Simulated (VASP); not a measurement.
# ZrAl3B3N (R3m) in VASP: further runs, part 2 of 2

VASP 6.6.1. Earlier steps stand in the parts before.

## Step 4: Single point, r2SCAN

Contents of INCAR:

```
ALGO = Normal
EDIFF = 1E-6
ENCUT = 520
ISIF = 2
ISMEAR = 0
KPAR = 4
LASPH = T
LCHARG = F
LMIXTAU = T
LREAL = F
LWAVE = F
METAGGA = R2SCAN
NELM = 150
PREC = Accurate
SIGMA = 0.1
```

Contents of KPOINTS:

```
k-points
0
Gamma
  6 6 6
```

Contents of POSCAR:

```
ZrAl3B3N                                
1.0
    3.2074198057      1.8518046910      3.1057986772
   -3.2074198057      1.8518046910      3.1057986772
    0.0000000000     -3.7036093720      3.1057986772
  Zr              Al              B               N             
     1     3     3     1
Direct
     0.0130331243147950    0.0130331243147950    0.0130331243147879
     0.4915724063294675    0.4915724063294675    0.0620301375605266
     0.0620301375605337    0.4915724063294746    0.4915724063294675
     0.4915724063294746    0.0620301375605337    0.4915724063294675
     0.6632760588206352    0.6632760588206352    0.3839389119876557
     0.3839389119876557    0.6632760588206352    0.6632760588206423
     0.6632760588206352    0.3839389119876557    0.6632760588206423
     0.2313009058367967    0.2313009058367967    0.2313009058367896
```

Potentials or basis: VASP PAW PBE potentials, release 64 (Zr_sv, Al, B, N).

Run with:

```bash
cat potpaw_PBE.64/Zr_sv/POTCAR potpaw_PBE.64/Al/POTCAR potpaw_PBE.64/B/POTCAR potpaw_PBE.64/N/POTCAR > POTCAR
mpirun -np 4 vasp_std > vasp.out
```

OUTCAR:

```text
EDIFF = 1E-6
   ENCUT = 520
   ISIF = 2
   ISMEAR = 0
   LASPH = T
   LREAL = F
   METAGGA = R2SCAN
   NELM = 150
   PREC = Accurate

 ion  position               nearest neighbor table
   1  0.013  0.013  0.013-   8 2.03   7 2.86   6 2.86   5 2.86   3 3.22   4 3.22   3 3.22   4 3.22
                             2 3.22   2 3.22   3 3.51   4 3.51   2 3.51
   2  0.492  0.492  0.062-   8 1.93   7 2.10   6 2.10   5 2.14   3 2.76   4 2.76   1 3.22   1 3.22
                             1 3.51
   3  0.062  0.492  0.492-   8 1.93   5 2.10   7 2.10   6 2.14   2 2.76   4 2.76   1 3.22   1 3.22
                             1 3.51
   4  0.492  0.062  0.492-   8 1.93   5 2.10   6 2.10   7 2.14   2 2.76   3 2.76   1 3.22   1 3.22
                             1 3.51
   5  0.663  0.663  0.384-   6 1.79   7 1.79   3 2.10   4 2.10   2 2.14   1 2.86
   6  0.384  0.663  0.663-   5 1.79   7 1.79   2 2.10   4 2.10   3 2.14   1 2.86
   7  0.663  0.384  0.663-   5 1.79   6 1.79   2 2.10   3 2.10   4 2.14   1 2.86
   8  0.231  0.231  0.231-   3 1.93   4 1.93   2 1.93   1 2.03

  LATTYP: Found a trigonal (rhomboedric) cell.
 ALAT       =     4.8334985101
 COS(alpha) =     0.1193193976

  Lattice vectors:

[... 199 lines left out ...]
  band No.  band energies     occupation
      1     -44.9905      2.00000
      2     -22.4899      2.00000
      3     -22.2409      2.00000
      4     -22.2409      2.00000
      5      -9.7263      2.00000
      6      -5.6665      2.00000
[... 589 lines left out ...]
     21       8.7030      0.00000
     22       9.5870      0.00000

 [... further k-points ...]

------------------------ aborting loop because EDIFF is reached ----------------------------------------

  FORCE on cell =-STRESS in cart. coord.  units (eV):
  Direction    XX          YY          ZZ          XY          YZ          ZX
  --------------------------------------------------------------------------------------
  -------------------------------------------------------------------------------------
  Total       -0.9235435     -0.9235435     -1.1462669      0.0000000     -0.0000000      0.0000000
  in kB      -13.3687985    -13.3687985    -16.5928425      0.0000000     -0.0000000      0.0000000
  external PRESSURE =     -14.4434799 kB  Pullay stress =       0.0000000 kB

 VOLUME and BASIS-vectors are now :
 -----------------------------------------------------------------------------
  energy-cutoff  :      520.00
  volume of cell :      110.68
      direct lattice vectors                 reciprocal lattice vectors
     3.207419806  1.851804691  3.105798677     0.155888543  0.090002292  0.107326124
    -3.207419806  1.851804691  3.105798677    -0.155888543  0.090002292  0.107326124
     0.000000000 -3.703609372  3.105798677     0.000000000 -0.180004584  0.107326124

 POSITION                                       TOTAL-FORCE (eV/Angst)
 -----------------------------------------------------------------------------------
      0.00000      0.00000      0.12143         0.000000      0.000000      0.115918
      0.00000      1.59086      3.24610         0.000000     -0.138237     -0.151547
     -1.37772     -0.79543      3.24610         0.119717      0.069119     -0.151547
      1.37772     -0.79543      3.24610        -0.119717      0.069119     -0.151547
      0.00000      1.03456      5.31244         0.000000      0.067058      0.012941
     -0.89595     -0.51728      5.31244        -0.058074     -0.033529      0.012941
      0.89595     -0.51728      5.31244         0.058074     -0.033529      0.012941
      0.00000      0.00000      2.15512         0.000000      0.000000      0.299900
 -----------------------------------------------------------------------------------
    total drift:                                0.000000      0.000000     -0.004625

  FREE ENERGIE OF THE ION-ELECTRON SYSTEM (eV)
  ---------------------------------------------------
  free  energy   TOTEN  =       -74.8992306994 eV

  energy  without entropy=      -74.8789486203  energy(sigma->0) =      -74.88908966
```

stdout:

```text
POSCAR found type information on POSCAR ZrAlB N
 POSCAR found :  4 types and       8 ions
 scaLAPACK will be used
 -----------------------------------------------------------------------------
|                                                                             |
|                                                                             |
|     You enforced a specific xc type in the INCAR file but a different       |
|     I HOPE YOU KNOW WHAT YOU ARE DOING!                                     |
|                                                                             |
 -----------------------------------------------------------------------------

 LDA part: xc-table for (None), standard interpolation
 POSCAR, INCAR and KPOINTS ok, starting setup
 FFT: planning ... GRIDC
 FFT: planning ... GRID_SOFT
 FFT: planning ... GRID
 WAVECAR not read
 entering main loop
```

It took 2.4 min on 4 MPI ranks of Intel Xeon Platinum 8375C at 2.90GHz (Ice Lake), shared host; peak memory 0.28 GiB.

Results:

```
Free energy            : -74.8992 eV
Pressure               : -1.4 GPa
Largest force          : 0.300 eV/Å
Band gap on the k mesh : none (metal or under the smearing width)
```

Forces on the atoms (eV/Å):
```
Zr   0.000  0.000  0.116
Al   0.000 -0.138 -0.152
Al   0.120  0.069 -0.152
Al  -0.120  0.069 -0.152
B    0.000  0.067  0.013
B   -0.058 -0.034  0.013
B    0.058 -0.034  0.013
N    0.000  0.000  0.300
```

Caveat: the PAW data sets were made with another functional, which shifts forces and pressure a little.
